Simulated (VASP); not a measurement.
A VASP calculation is set up with these files.

POSCAR:
```
HgTe
1
    0.0000000000     3.1344066788     3.1344066788
    3.1344066788     0.0000000000     3.1344066788
    3.1344066788     3.1344066788     0.0000000000
Hg Te
1 1
Direct
  0.0000000000   0.0000000000   0.0000000000
  0.2500000000   0.2500000000   0.2500000000
```

INCAR:
```
ALGO=Normal
EDIFF=1E-6
EDIFFG=-0.02
ENCUT=500
IBRION=2
ISIF=3
ISMEAR=1
LASPH=.TRUE.
LCHARG=.FALSE.
LMAXMIX=6
LREAL=.FALSE.
LWAVE=.FALSE.
NELM=100
NSW=40
PREC=Accurate
PSTRESS=50
SIGMA=0.1
SYSTEM=HgTe
```

File KPOINTS:
```
Regular mesh
0
gamma
10 10 10
```

POTCAR, in this order: Hg Te (LDA.64 set). Program: vasp_std.

### Question
Translate this LDA calculation to Quantum ESPRESSO's pw.x.

### Answer
One equivalent input (not run):
```
&CONTROL
  calculation = 'vc-relax'
  pseudo_dir = './pseudo'
  outdir = './out'
  tprnfor = .true.
  tstress = .true.
  nstep = 40
  forc_conv_thr = 0.00078
/
&SYSTEM
  ibrav = 0
  nat = 2
  ntyp = 2
  ecutwfc = 82.3
  occupations = 'smearing'
  smearing = 'methfessel-paxton'
  degauss = 0.00735
  input_dft = 'pz'
/
&ELECTRONS
  conv_thr = 7.3e-08
  electron_maxstep = 100
/
&IONS
/
&CELL
  press = 50
/
ATOMIC_SPECIES
  Hg 200.592 Hg.upf
  Te 127.600 Te.upf
CELL_PARAMETERS angstrom
     0.0000000    3.1344067    3.1344067
     3.1344067    0.0000000    3.1344067
     3.1344067    3.1344067    0.0000000
ATOMIC_POSITIONS crystal
  Hg   0.0000000  0.0000000  0.0000000
  Te   0.2500000  0.2500000  0.2500000
K_POINTS automatic
  10 10 10 0 0 0
```
The two are equivalent in intent, not identical: the potentials are each code's own (VASP's PAW set, PseudoDojo norm-conserving files in pw.x), so ENCUT and ecutwfc are chosen apart and not converted; conv_thr bounds pw.x's estimated SCF error, while EDIFF bounds the energy change between steps; forc_conv_thr acts on force components and is met together with etot_conv_thr.

The compound is HgTe in the zinc blende structure. It was relaxed first under an external pressure of 5 GPa.
